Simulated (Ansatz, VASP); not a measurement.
This is a calculation of KMg6Ti for Ansatz 0.2.0. The cell comes from a database or a generator and needn't be the stable form of this composition.

input.yaml

```yaml
crystal:
  lattice:
    - [5.280924, 0.0, 0.0]
    - [0.0, 3.325351, 5.63971]
    - [0.0, -3.325351, 5.63971]
  atoms:
    - { symbol: Ti, position: [0.0, 0.916136, 0.916136] }
    - { symbol: K, position: [0.5, 0.583667, 0.583667] }
    - { symbol: Mg, position: [0.5, 0.076621, 0.076621] }
    - { symbol: Mg, position: [0.5, 0.071833, 0.608366] }
    - { symbol: Mg, position: [0.5, 0.608366, 0.071833] }
    - { symbol: Mg, position: [0.0, 0.406311, 0.406311] }
    - { symbol: Mg, position: [0.0, 0.406947, 0.93012] }
    - { symbol: Mg, position: [0.0, 0.93012, 0.406947] }
hamiltonian:
  xc: pbe
  pseudopotentials: { kind: paw }
kpoints:
  mp_grid: { grid: [5, 5, 5] }
scf:
  occupations: { method: gaussian, width: 0.1 }
output:
  forces: true
  stress: true
  eigenvalues: true
```

Potentials or basis: Ansatz PAW.

Launch:

```sh
$ ansatz run input.yaml --threads 4 --pin off --max-ram 11264MiB --backend cpu --events-out ev --progress --plain --runs-dir out
```

Q: What does the same run look like in VASP 6.6.1? Potentials or basis there: PBE PAW files K_pv, Mg, Ti, 500 eV.

A: As run (cutoffs and basis follow the program's own potentials, and thresholds, step limits or extra output files can differ):

INCAR

```
PREC     = Accurate       # precision mode
ENCUT    = 500            # plane-wave cutoff, eV
EDIFF    = 1E-7           # SCF threshold, eV
ISMEAR   = 0              # smearing method
SIGMA    = 0.1            # smearing width, eV
LREAL    = False          # projectors in reciprocal space
LASPH    = True           # aspherical terms in the spheres
NELM     = 100            # most SCF steps
ALGO     = Normal         # electronic algorithm
ISIF     = 2              # what is computed and relaxed
LWAVE    = False          # write WAVECAR
LCHARG   = True           # write CHGCAR
GGA      = PE             # functional
LELF     = True           # ELF
LVHAR    = True
```

File KPOINTS:

```
regular mesh
0
Gamma
  5 5 5
```

Contents of POSCAR:

```
KMg6Ti
1.0
    5.2809240000      0.0000000000      0.0000000000
    0.0000000000      3.3253510000      5.6397100000
    0.0000000000     -3.3253510000      5.6397100000
Ti K Mg
1 1 6
Cartesian
    0.0000000000      0.0000000000     10.3334827211
    2.6404620000      0.0000000000      6.5834252331
    2.6404620000      0.0000000000      0.8642404398
    2.6404620000     -1.7841605481      3.8361251023
    2.6404620000      1.7841605481      3.8361251023
    0.0000000000      0.0000000000      4.5829524196
    0.0000000000     -1.7397338587      7.5406701306
    0.0000000000      1.7397338587      7.5406701306
```

Potentials or basis: VASP PAW PBE potentials, release 64 (Ti, K_pv, Mg).

Run with:

```console
$ cat potpaw_PBE.64/Ti/POTCAR potpaw_PBE.64/K_pv/POTCAR potpaw_PBE.64/Mg/POTCAR > POTCAR
$ mpirun -np 1 vasp_std > vasp.out
```

Both were run:

|  | Ansatz | VASP |
| --- | --- | --- |
| Pressure | -0.4 GPa | -0.5 GPa |
| Largest force | 0.093 eV/Å | 0.086 eV/Å |

Ansatz's pressure holds a Pulay term of +0.00 GPa for its cutoff of 420 eV, which the other run lacks.

The potentials hold 81 and 23 valence electrons a cell.

Where Ansatz's input types no cutoff or centring, it takes its own default and a Γ-centred mesh.

Pressure is positive in compression.
